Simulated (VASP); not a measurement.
Data:

```
CELL_PARAMETERS angstrom
      0.00000     2.02500     2.02500
      2.02500     0.00000     2.02500
      2.02500     2.02500     0.00000
ATOMIC_POSITIONS crystal
  Al 0.00000 0.00000 0.00000
```

Method: PBE GGA with D3 dispersion (zero damping), VASP's PBE PAW potentials (set 64) (plane waves; VASP 6.6.1). Run with 520 eV cut-off, 14×14×14 Γ-centred mesh, first-order Methfessel-Paxton smearing of 0.10 eV, potentials Al.

Energy and stress use the plane-wave basis of the starting cell.

The ions, cell shape and volume are relaxed. Which structure does the run end with?

```
CELL_PARAMETERS angstrom
      0.00000     2.00173     2.00173
      2.00173     0.00000     2.00173
      2.00173     2.00173     0.00000
ATOMIC_POSITIONS crystal
  Al 0.00000 0.00000 0.00000
```
Space group Fm-3m (225), at a tolerance of 0.03 Å.

How do energy and volume change from the first to the last step?

The energy (σ→0) changes by -4.8 meV/atom and the volume by -3.4 %, in 3 ionic steps.

The compound is Al in the fcc structure. This run relaxes it. Symmetry was kept, so distortions that lower it aren't found.
